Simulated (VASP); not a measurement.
Consider the following.

```
CELL_PARAMETERS angstrom
      3.03534     0.00000     0.00000
      0.00000     3.03534     0.00000
      0.00000     0.00000     3.03534
ATOMIC_POSITIONS crystal
  Os 0.00000 0.00000 0.00000
  Se 0.50000 0.50000 0.50000
```

These are PBE GGA, VASP's PBE PAW potentials (set 64) (plane waves; VASP 6.6.1) values and carry that method's errors. Settings: 300 eV cut-off, 11×11×11 Γ-centred mesh, Fermi-Dirac smearing of 0.10 eV, potentials Os Se.

Problem. Give the energies of bands 2 to 10 at the high-symmetry points, in eV from the Fermi level.

Solution. 
```csv
band,Γ,X,M,R
2,-5.50,-10.96,-7.52,-9.15
3,-5.50,-5.11,-7.52,-9.15
4,-2.38,-5.11,-5.51,-9.15
5,-2.38,-4.61,-2.77,0.81
6,-2.38,-0.78,-2.77,0.81
7,-1.08,0.47,-0.78,1.60
8,-1.08,3.98,-0.38,1.60
9,-1.08,3.98,0.68,1.60
10,1.76,4.99,2.62,4.07
```

It has no gap at this level: it comes out as a metal or semimetal.

The structure was generated: OsSe was put into an ordered model structure, which need not be its known phase. The cell was not relaxed at this level.
